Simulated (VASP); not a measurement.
Input:

```xyz
3
Lattice="1.8254 -3.1617 0.0000 1.8254 3.1617 0.0000 0.0000 0.0000 4.8065" Properties=species:S:1:pos:R:3 pbc="T T T"
Pt     0.0000     0.0000     0.0000
S      1.8254     1.0539     1.2353
S      1.8254    -1.0539     3.5712
```

Computed with vdW-DF-cx, VASP's PBE PAW potentials (set 64) (plane waves; VASP). Run with 520 eV cut-off, 7×7×5 Γ-centred mesh, Gaussian smearing of 0.050 eV, potentials Pt S.

Question: The ions and cell shape at fixed volume are relaxed. Give the cell that the relaxation ends in.

Answer: 
```xyz
3
Lattice="1.7876 -3.0962 0.0000 1.7876 3.0962 0.0000 0.0000 0.0000 5.0121" Properties=species:S:1:pos:R:3 pbc="T T T"
Pt     1.7876    -3.0962     0.0000
S      1.7876     1.0321     1.2197
S      1.7876    -1.0321     3.7924
```
Space group P-3m1 (164), at a tolerance of 0.03 Å.

Question: How much energy does the relaxation gain?

Answer: The energy (σ→0) changes by -22.1 meV/atom, in 6 ionic steps.

The compound is PtS2 in the 1T layered structure. This cell is one point of a volume scan, at 1.06 of the reference volume. Symmetry was kept, so distortions that lower it aren't found.
